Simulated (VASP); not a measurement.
Calculation: LDA (Ceperley-Alder, Perdew-Zunger), VASP's LDA PAW potentials (set 64) (plane waves; VASP).

VASP input:

File KPOINTS:
```
Automatic mesh
0
Gamma
6 6 6
0 0 0
```

File POSCAR:
```
CsI
1
    0.0000000000     3.7324564487     3.7324564487
    3.7324564487     0.0000000000     3.7324564487
    3.7324564487     3.7324564487     0.0000000000
Cs I
1 1
Direct
  0.0000000000   0.0000000000   0.0000000000
  0.5000000000   0.5000000000   0.5000000000
```

### INCAR
```
! general
SYSTEM  = CsI
PREC    = Accurate
ENCUT   = 400
LREAL   = F
LASPH   = T

! electronic loop
EDIFF   = 1E-8
NELM    = 100
ALGO    = Normal
LMAXMIX = 4

! smearing
ISMEAR  = 0
SIGMA   = 0.05

! ions
IBRION  = 1
NSW     = 30
ISIF    = 2
EDIFFG  = -0.001

! output
LWAVE   = F
LCHARG  = F
```

POTCAR, in this order: Cs_sv I (LDA.64 set). Program: vasp_std.

What will the output report for the number of irreducible k-points (NKPTS), largest plane-wave count, number of space-group operations, FFT grid (NGX, NGY, NGZ)?

```json
{
 "number of irreducible k-points (NKPTS)": "16",
 "largest_plane_wave_count": "1917",
 "number_of_space_group_operations": "48",
 "FFT grid (NGX, NGY, NGZ)": "36 × 36 × 36"
}
```

The structure comes from a computed database's CsI entry (Fm-3m); how it stands against other phases isn't given here. It was relaxed first, which changed the volume by -13 %. The start is the result of an earlier pass.
